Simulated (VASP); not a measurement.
All values below come from LDA (Ceperley-Alder, Perdew-Zunger), VASP's LDA PAW potentials (set 64) (plane waves; VASP).

Input for VASP

INCAR:
```
ALGO = Normal
EDIFF = 1E-6
EDIFFG = -0.02
ENCUT = 500
IBRION = 2
ISIF = 3
ISMEAR = 0
LASPH = .TRUE.
LCHARG = .FALSE.
LMAXMIX = 4
LREAL = .FALSE.
LWAVE = .FALSE.
NELM = 100
NSW = 40
PREC = Accurate
PSTRESS = 100
SIGMA = 0.05
SYSTEM = InP
```

### KPOINTS
```
K-points
0
G
 8 8 8
```

POSCAR:
```
InP
1
    0.0000000000     2.8556046556     2.8556046556
    2.8556046556     0.0000000000     2.8556046556
    2.8556046556     2.8556046556     0.0000000000
In P
1 1
Direct
  0.0000000000   0.0000000000   0.0000000000
  0.2500000000   0.2500000000   0.2500000000
```

POTCAR, in this order: In_d P (LDA.64 set). Program: vasp_std.

What will the output report for the number of irreducible k-points (NKPTS), largest plane-wave count, number of space-group operations, FFT grid (NGX, NGY, NGZ)?

```json
{
  "number of irreducible k-points (NKPTS)": "29",
  "largest_plane_wave_count": "1243",
  "number_of_space_group_operations": "24",
  "FFT grid (NGX, NGY, NGZ)": "30 × 30 × 30"
}
```

The compound is InP in the zinc blende structure. This run relaxes it under an external pressure of 10 GPa. Symmetry was kept, so distortions that lower it aren't found.
